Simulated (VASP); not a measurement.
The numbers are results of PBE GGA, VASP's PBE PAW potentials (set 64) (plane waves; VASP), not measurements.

A VASP calculation is set up with these files.

**POSCAR**
```
Tm
1.0
  1.7795150674  -3.0822105813   0.0000000000
  1.7795150674   3.0822105813   0.0000000000
  0.0000000000   0.0000000000   5.5226479771
Tm
2
Cartesian
  1.7795150674   1.0274055819   1.3806619943
  1.7795150674  -1.0274055819   4.1419859828
```

### KPOINTS
```
Automatic mesh
0
Gamma
12 12 7
0 0 0
```

**INCAR**
```
SYSTEM = Tm
PREC = Accurate
ENCUT = 520
EDIFF = 1E-7
NELM = 100
ALGO = Normal
LREAL = .FALSE.
LASPH = .TRUE.
ISMEAR = 1
SIGMA = 0.1
GGA = PE
LMAXMIX = 6
LWAVE = .FALSE.
LCHARG = .FALSE.
ISIF = 4
IBRION = 2
NSW = 30
EDIFFG = -0.01
```

POTCAR, in this order: Tm_3 (PBE.64 set). Program: vasp_std.

The 4f electrons are frozen in the core of the lanthanide potential, so 4f levels, which can set the real gap, and their magnetism are missing.

**Question.** Estimate the energy per atom (σ→0), band gap (on the k-mesh).

**Answer.** 
The energy per atom (σ→0) is -4.475 eV/atom. The band gap (on the k-mesh) comes out as none (metal, semimetal or under 0.01 eV).

**OSZICAR**
```
...
   1 F= -.89501480E+01 E0= -.89494953E+01  d E =-.895015E+01
       N       E                     dE             d eps       ncg     rms          rms(c)
DAV:   1    -0.895018829508E+01   -0.40329E-04   -0.12727E-03  2186   0.282E-01    0.277E-02
DAV:   2    -0.895017094895E+01    0.17346E-04   -0.46452E-05  2999   0.899E-02    0.158E-02
DAV:   3    -0.895016119712E+01    0.97518E-05   -0.10248E-05  2972   0.311E-02    0.822E-03
DAV:   4    -0.895016121621E+01   -0.19096E-07   -0.17986E-06  2652   0.110E-02    0.344E-03
DAV:   5    -0.895016116766E+01    0.48558E-07   -0.40436E-08  1328   0.256E-03
   2 F= -.89501612E+01 E0= -.89495210E+01  d E =-.132130E-04
```

The compound is Tm in the hcp structure. This run relaxes it. Symmetry was kept, so distortions that lower it aren't found.
